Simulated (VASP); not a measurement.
Sn:

```
Sn
1.0
     0.00000    3.23334    3.23334
     3.23334    0.00000    3.23334
     3.23334    3.23334    0.00000
Sn
2
Direct
  0.00000 0.00000 0.00000
  0.25000 0.25000 0.25000
```

This isn't the form of Sn at room conditions, which is tetragonal (white tin).

| Item | Value |
| --- | --- |
| Program | VASP 6.6.1 |
| Task | relaxation of cell and atoms |
| Functional | PBE |
| Potentials or basis | VASP PAW PBE potentials, release 64 (Sn) |
| Cutoff | 300 eV |
| k mesh | 5 × 5 × 5 |
| Occupations | gaussian, width 0.03 eV |
| Spin | no spin polarisation |

At the start: pressure 4.1 GPa; volume 33.80 Å³/atom.

How do energy, volume and symmetry change on relaxing?

Over 3 steps the energy falls by 37.3 meV/atom and the volume is 36.99 Å³/atom (+9.4 %); space group Fd-3m (No. 227, to 0.05 Å).

Step by step:
```
step  energy change (eV)  largest force (eV/Å)  pressure (GPa)  volume (Å³)
   1              0.0000                0.0000            4.06        67.61
   2             -0.0665                0.0000           -1.05        76.35
   3             -0.0745                0.0000            0.01        73.98
```

Final structure:
```xyz
2
Lattice="0.0000 3.3319 3.3319 3.3319 0.0000 3.3319 3.3319 3.3319 0.0000" Properties=species:S:1:pos:R:3 pbc="T T T"
Sn    0.0000    0.0000    0.0000
Sn    1.6659    1.6659    1.6659
```
